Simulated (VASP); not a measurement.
Given:

```
BN
1.0
    1.27740    -2.21252     0.00000
    1.27740     2.21252     0.00000
    0.00000     0.00000     4.22502
B N
2 2
Cartesian
  1.27740  -0.73751   2.11371
  1.27740   0.73751   0.00120
  1.27740  -0.73751   3.69569
  1.27740   0.73751   1.58318
```

The numbers are results of TPSS meta-GGA, VASP's PBE PAW potentials (set 64) (plane waves; VASP), not measurements. Settings: 520 eV cut-off, 11×11×6 Γ-centred mesh, tetrahedra with Blöchl corrections, potentials B N.

The cores are frozen, which limits the accuracy of field gradients.

**Question.** Give the principal components of the electric field gradient (V/Å²) and the asymmetry η at each nucleus.

**Answer.** 
```tsv
atom	Vxx	Vyy	Vzz	η
B1	-0.4	-0.4	0.8	0.00
B2	-0.4	-0.4	0.8	0.00
N3	-2.4	-2.4	4.9	0.00
N4	-2.4	-2.4	4.9	0.00
```

The compound is BN in the wurtzite structure, a metastable high-pressure form. It was relaxed first.
